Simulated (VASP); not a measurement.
Computed with PW91 GGA, VASP's PBE PAW potentials (set 64) (plane waves; VASP).

Input for VASP

### POSCAR
```
Ni3Si
3.510
  1.0000000000   0.0000000000   0.0000000000
  0.0000000000   1.0000000000   0.0000000000
  0.0000000000   0.0000000000   1.0000000000
Si Ni
1 3
direct
  0.0000000000   0.0000000000   0.0000000000
  0.0000000000   0.5000000000   0.5000000000
  0.5000000000   0.0000000000   0.5000000000
  0.5000000000   0.5000000000   0.0000000000
```

File KPOINTS:
```
Automatic mesh
0
Gamma
10 10 10
0 0 0
```

### INCAR
```
# general
SYSTEM =Ni3Si
PREC   =Accurate
ENCUT  =520
LREAL  =.FALSE.
LASPH  =.TRUE.

# electronic loop
EDIFF  =1E-7
NELM   =100
ALGO   =Normal
LMAXMIX=4

# smearing
ISMEAR =-5

# functional
GGA    =91

# ions
ISIF   =2

# output
LWAVE  =.FALSE.
LCHARG =.TRUE.
LORBIT =11
NEDOS  =601

# other
LEFG   =.TRUE.
```

POTCAR, in this order: Si Ni (PBE.64 set). Program: vasp_std.

The run wrote:

OSZICAR:
```
       N       E                     dE             d eps       ncg     rms          rms(c)
DAV:   1     0.200642165705E+03    0.20064E+03   -0.15923E+04  2376   0.217E+03
DAV:   2    -0.163157177820E+02   -0.21696E+03   -0.20942E+03  2352   0.372E+02
DAV:   3    -0.269068935377E+02   -0.10591E+02   -0.10242E+02  2586   0.111E+02
DAV:   4    -0.271374013446E+02   -0.23051E+00   -0.22940E+00  2746   0.144E+01
DAV:   5    -0.271456607440E+02   -0.82594E-02   -0.82501E-02  2854   0.260E+00    0.191E+01
DAV:   6    -0.270270515444E+02    0.11861E+00   -0.53511E+01  2738   0.120E+02    0.165E+01
DAV:   7    -0.236477100681E+02    0.33793E+01   -0.15557E+01  2593   0.662E+01    0.395E+00
DAV:   8    -0.236096985019E+02    0.38012E-01   -0.68523E-01  2471   0.631E+00    0.140E+00
DAV:   9    -0.235928874109E+02    0.16811E-01   -0.32872E-02  3201   0.260E+00    0.553E-01
DAV:  10    -0.235906007749E+02    0.22866E-02   -0.31545E-03  3150   0.441E-01    0.234E-01
DAV:  11    -0.235901328234E+02    0.46795E-03   -0.76326E-04  3634   0.324E-01    0.549E-02
DAV:  12    -0.235901330879E+02   -0.26456E-06   -0.11245E-04  2552   0.125E-01    0.147E-02
DAV:  13    -0.235901340481E+02   -0.96013E-06   -0.79713E-06  2725   0.190E-02    0.795E-03
DAV:  14    -0.235901344028E+02   -0.35469E-06   -0.60476E-07  2688   0.890E-03    0.307E-03
DAV:  15    -0.235901341414E+02    0.26133E-06   -0.17279E-07  1579   0.577E-03    0.838E-04
DAV:  16    -0.235901342674E+02   -0.12600E-06   -0.23495E-08  1321   0.147E-03    0.299E-04
DAV:  17    -0.235901342310E+02    0.36448E-07   -0.89103E-09  1296   0.106E-03
   1 F= -.23590134E+02 E0= -.23590134E+02  d E =0.000000E+00
```

OUTCAR:
```
------------------------ aborting loop because EDIFF is reached ----------------------------------------
  FORCE on cell =-STRESS in cart. coord.  units (eV):
  Direction    XX          YY          ZZ          XY          YZ          ZX
  --------------------------------------------------------------------------------------
  Total        0.0192046      0.0192046      0.0192046     -0.0000000     -0.0000000     -0.0000000
  in kB        0.7115306      0.7115306      0.7115306     -0.0000000     -0.0000000     -0.0000000
  external PRESSURE =       0.7115306 kB  Pullay stress =       0.0000000 kB
  volume of cell :       43.24
      direct lattice vectors                 reciprocal lattice vectors
     3.510000000  0.000000000  0.000000000     0.284900285  0.000000000  0.000000000
     0.000000000  3.510000000  0.000000000     0.000000000  0.284900285  0.000000000
     0.000000000  0.000000000  3.510000000     0.000000000  0.000000000  0.284900285
 POSITION                                       TOTAL-FORCE (eV/Angst)
 -----------------------------------------------------------------------------------
      0.00000      0.00000      0.00000         0.000000      0.000000      0.000000
      0.00000      1.75500      1.75500         0.000000      0.000000      0.000000
      1.75500      0.00000      1.75500         0.000000      0.000000      0.000000
      1.75500      1.75500      0.00000         0.000000      0.000000      0.000000
 -----------------------------------------------------------------------------------
    total drift:                                0.000000      0.000000      0.000000
  FREE ENERGIE OF THE ION-ELECTRON SYSTEM (eV)
  ---------------------------------------------------
  free  energy   TOTEN  =       -23.5901342310 eV

  energy  without entropy=      -23.5901342310  energy(sigma->0) =      -23.59013423

 total charge

# of ion       s       p       d       tot
------------------------------------------
    1        0.733   0.821   0.000   1.554
    2        0.484   0.564   8.423   9.470
    3        0.484   0.564   8.423   9.470
    4        0.484   0.564   8.423   9.470
--------------------------------------------------
tot          2.185   2.512  25.268  29.965

 Electric field gradients after diagonalization (V/A^2)
 (convention: |V_zz| > |V_xx| > |V_yy|)
----------------------------------------------------------------------
 ion       V_xx      V_yy      V_zz     asymmetry (V_yy - V_xx)/ V_zz
----------------------------------------------------------------------
   1       0.000     0.000     0.000      -0.561
   2      21.558    21.558   -43.117       0.000
   3      21.558    21.558   -43.117       0.000
   4      21.558    21.558   -43.117       0.000
```
(Selected blocks of OUTCAR.)

For a metal the tetrahedron method with Blöchl corrections gives inexact stress and forces.

The compound is Ni3Si in the L1_2 structure. The cell was not relaxed at this level. The run is not spin-polarised, so no magnetic state was tried.
